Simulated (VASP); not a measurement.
AlAs (zinc blende), at 0.96 of the tabulated volume:

```xyz
2
Lattice="0.0000 2.7918 2.7918 2.7918 0.0000 2.7918 2.7918 2.7918 0.0000" Properties=species:S:1:pos:R:3 pbc="T T T"
Al     0.0000     0.0000     0.0000
As     1.3959     1.3959     1.3959
```

The lowest empty band near X, direction along the valley's axis, from PBE with spin-orbit coupling in VASP (PAW); its two spin partners are averaged. The gap over the points computed is 1.26 eV, and the next band on that side lies 0.93 eV away at the edge.

Numerical set-up: 400 eV cut-off, 9×9×9 Γ-centred mesh, Gaussian smearing of 0.050 eV, potentials Al As.

```json
[
 {"distance from the edge in k (1/Å)": "0.025", "distance in energy (meV)": "3.0"},
 {"distance from the edge in k (1/Å)": "0.035", "distance in energy (meV)": "5.8"},
 {"distance from the edge in k (1/Å)": "0.050", "distance in energy (meV)": "11.8"},
 {"distance from the edge in k (1/Å)": "0.070", "distance in energy (meV)": "23.0"}
]
```

**Question.** Fit E(1 + αE) = ħ²k²/2m* (ħ²/2m0 = 3.810 eV Å²) and predict the row at 0.095 1/Å.

**Answer.** The rows don't resolve α, so a parabola serves: the electron mass is m* = 0.810 m0, and so 42.4 meV. The run gave 42.2 meV, -0.2 meV from the fit.

Left out are points under 3 meV from the edge, since the levels carry 0.1 meV, and points farther than half the way to the next band.

The compound is AlAs in the zinc blende structure. The cell was not relaxed at this level.
